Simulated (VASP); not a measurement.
Output of a VASP run:

**OUTCAR**
```
 ion  position               nearest neighbor table
   1  0.000  0.000  0.000-   2 2.75   2 2.75   2 2.75   2 2.75   2 2.75   2 2.75
   2  0.500  0.500  0.500-   1 2.75   1 2.75   1 2.75   1 2.75   1 2.75   1 2.75
  LATTYP: Found a face centered cubic cell.
 ALAT       =     5.5041371908
 Subroutine PRICEL returns:
 Original cell was already a primitive cell.
 Subroutine GETGRP returns: Found 48 space group operations
The static configuration has the point symmetry O_h .
The dynamic configuration has the point symmetry O_h .
 Subroutine INISYM returns: Found 48 space group operations
 Subroutine IBZKPT returns following result:
 Found     47 irreducible k-points:

 Following reciprocal coordinates:
            Coordinates               Weight
  0.000000  0.000000  0.000000      1.000000
  0.100000  0.000000  0.000000      8.000000
  0.200000  0.000000  0.000000      8.000000
  0.300000  0.000000  0.000000      8.000000
  0.400000  0.000000  0.000000      8.000000
  0.500000  0.000000  0.000000      4.000000
  0.100000  0.100000  0.000000      6.000000
  0.200000  0.100000  0.000000     24.000000
  0.300000  0.100000  0.000000     24.000000
  0.400000  0.100000  0.000000     24.000000
  0.500000  0.100000  0.000000     24.000000
 -0.400000  0.100000  0.000000     24.000000
 -0.300000  0.100000  0.000000     24.000000
 -0.200000  0.100000  0.000000     24.000000
 -0.100000  0.100000  0.000000     12.000000
  0.200000  0.200000  0.000000      6.000000
  0.300000  0.200000  0.000000     24.000000
  0.400000  0.200000  0.000000     24.000000
  0.500000  0.200000  0.000000     24.000000
 -0.400000  0.200000  0.000000     24.000000
 -0.300000  0.200000  0.000000     24.000000
 -0.200000  0.200000  0.000000     12.000000
  0.300000  0.300000  0.000000      6.000000
  0.400000  0.300000  0.000000     24.000000
  0.500000  0.300000  0.000000     24.000000
 -0.400000  0.300000  0.000000     24.000000
 -0.300000  0.300000  0.000000     12.000000
  0.400000  0.400000  0.000000      6.000000
  0.500000  0.400000  0.000000     24.000000
 -0.400000  0.400000  0.000000     12.000000
  0.500000  0.500000  0.000000      3.000000
  0.300000  0.200000  0.100000     24.000000
  0.400000  0.200000  0.100000     48.000000
  0.500000  0.200000  0.100000     48.000000
 -0.400000  0.200000  0.100000     24.000000
  0.400000  0.300000  0.100000     24.000000
  0.500000  0.300000  0.100000     48.000000
 -0.400000  0.300000  0.100000     48.000000
 -0.300000  0.300000  0.100000     48.000000
 -0.200000  0.300000  0.100000     24.000000
   k-points           NKPTS =     47   k-points in BZ     NKDIM =     47   number of bands    NBANDS=     11
   number of dos      NEDOS =    301   number of ions     NIONS =      2
   total plane-waves  NPLWV =  21952
   dimension x,y,z NGX =    28 NGY =   28 NGZ =   28
   dimension x,y,z NGXF=    56 NGYF=   56 NGZF=   56
   ions per type =               1   1
   PREC   = accura    normal or accurate (medium, high low for compatibility)
   ISTART =      0    job   : 0-new  1-cont  2-samecut
   ICHARG =      2    charge: 1-file 2-atom 10-const
   ISPIN  =      1    spin polarized calculation?
   LNONCOLLINEAR =      F non collinear calculations
   LSORBIT =      F    spin-orbit coupling
   INIWAV =      1    electr: 0-lowe 1-rand  2-diag
   ENCUT  =  400.0 eV  29.40 Ry    5.42 a.u.   6.35  6.35  6.35*2*pi/ulx,y,z
   NELM   =    100;   NELMIN=  2; NELMDL= -5     # of ELM steps
   EDIFF  = 0.1E-05   stopping-criterion for ELM
   LREAL  =      F    real-space projection
   NLSPLINE    = F    spline interpolate recip. space projectors
   LMAXMIX     =    6 max onsite mixed and CHGCAR
   VOSKOWN=      0    Vosko Wilk Nusair interpolation
   EDIFFG = -.1E-01   stopping-criterion for IOM
   NSW    =     60    number of steps for IOM
   NBLOCK =      1;   KBLOCK =     60    inner block; outer block
   IBRION =      2    ionic relax: 0-MD 1-quasi-New 2-CG
...
```

**OSZICAR**
```
       N       E                     dE             d eps       ncg     rms          rms(c)
DAV:   1    -0.692984949272E+01   -0.69298E+01   -0.54315E+03  1082   0.925E+02
DAV:   2    -0.791505398749E+02   -0.72221E+02   -0.66676E+02  1188   0.201E+02
DAV:   3    -0.815331474842E+02   -0.23826E+01   -0.23290E+01  1172   0.390E+01
DAV:   4    -0.815620809385E+02   -0.28933E-01   -0.28917E-01  1196   0.450E+00
DAV:   5    -0.815624170756E+02   -0.33614E-03   -0.33613E-03  1175   0.546E-01    0.744E+00
DAV:   6    -0.777279105852E+02    0.38345E+01   -0.22233E+00  1103   0.154E+01    0.386E+00
DAV:   7    -0.777983813213E+02   -0.70471E-01   -0.29397E-01  1049   0.557E+00    0.263E+00
DAV:   8    -0.778195451605E+02   -0.21164E-01   -0.85283E-02  1094   0.245E+00    0.571E-01
DAV:   9    -0.778309116116E+02   -0.11366E-01   -0.31246E-02  1094   0.163E+00    0.126E-01
DAV:  10    -0.778343655332E+02   -0.34539E-02   -0.84108E-03  1085   0.877E-01    0.585E-02
DAV:  11    -0.778360518321E+02   -0.16863E-02   -0.68290E-04  1094   0.249E-01    0.374E-02
DAV:  12    -0.778361830511E+02   -0.13122E-03   -0.11778E-04  1106   0.112E-01    0.188E-02
DAV:  13    -0.778362312127E+02   -0.48162E-04   -0.41638E-05  1087   0.837E-02    0.863E-03
DAV:  14    -0.778362455880E+02   -0.14375E-04   -0.93651E-06  1070   0.380E-02    0.278E-03
DAV:  15    -0.778362456213E+02   -0.33360E-07   -0.22241E-06   693   0.140E-02
   1 F= -.77836246E+02 E0= -.77835857E+02  d E =-.778362E+02
```

OUTCAR:
```
------------------------ aborting loop because EDIFF is reached ----------------------------------------
  FORCE on cell =-STRESS in cart. coord.  units (eV):
  Direction    XX          YY          ZZ          XY          YZ          ZX
  --------------------------------------------------------------------------------------
  Total       -0.0093738     -0.0093738     -0.0093738      0.0000000      0.0000000      0.0000000
  in kB       -0.3602613     -0.3602613     -0.3602613      0.0000000      0.0000000      0.0000000
  external PRESSURE =      -0.3602613 kB  Pullay stress =       0.0000000 kB
  volume of cell :       41.69
      direct lattice vectors                 reciprocal lattice vectors
     0.000000000  2.752068595  2.752068595    -0.181681518  0.181681518  0.181681518
     2.752068595  0.000000000  2.752068595     0.181681518 -0.181681518  0.181681518
     2.752068595  2.752068595  0.000000000     0.181681518  0.181681518 -0.181681518
 POSITION                                       TOTAL-FORCE (eV/Angst)
 -----------------------------------------------------------------------------------
      0.00000      0.00000      0.00000         0.000000     -0.000000      0.000000
      2.75207      2.75207      2.75207         0.000000      0.000000      0.000000
 -----------------------------------------------------------------------------------
    total drift:                               -0.000000      0.000000      0.000000
  FREE ENERGIE OF THE ION-ELECTRON SYSTEM (eV)
  ---------------------------------------------------
  free  energy   TOTEN  =       -77.8362456213 eV

  energy  without entropy=      -77.8350794679  energy(sigma->0) =      -77.83585690

 reached required accuracy - stopping structural energy minimisation
```
(Selected blocks of OUTCAR.)

### POSCAR
```
PtSb
1
   -0.0000000000     2.7520685954     2.7520685954
    2.7520685954     0.0000000000     2.7520685954
    2.7520685954     2.7520685954     0.0000000000
Pt Sb
1 1
Direct
  0.0000000000   0.0000000000   0.0000000000
  0.5000000000   0.5000000000   0.5000000000
```

Q: Reconstruct the remaining input files.

A: Several could match; the one computed here: the input of the run itself, r2SCAN meta-GGA, plane waves, VASP's PBE PAW potentials (set 64).

### INCAR
```
# general
SYSTEM  = PtSb
PREC    = Accurate
ENCUT   = 400
LREAL   = F   # projection in real space or not
LASPH   = T   # aspherical one-centre terms

# electronic loop
EDIFF   = 1E-6   # SCF stop (eV)
NELM    = 100
ALGO    = Normal
LMAXMIX = 6
LMIXTAU = T

# smearing
ISMEAR  = 1
SIGMA   = 0.1   # width (eV)

# functional
METAGGA = R2SCAN

# ions
IBRION  = 2   # conjugate gradients
NSW     = 60
ISIF    = 3
EDIFFG  = -0.01   # ionic stop

# output
LWAVE   = F
LCHARG  = F
```

### KPOINTS
```
Automatic mesh
0
gamma
10 10 10
0 0 0
```

POTCAR, in this order: Pt Sb (PBE.64 set). Program: vasp_std.

The structure was generated: PtSb was put into the rock salt type (Fm-3m), which need not be its known phase. It was relaxed first, which changed the volume by -20 %. The start is the result of an earlier pass. The electron count is odd and the run is not spin-polarised, which forces a metal.
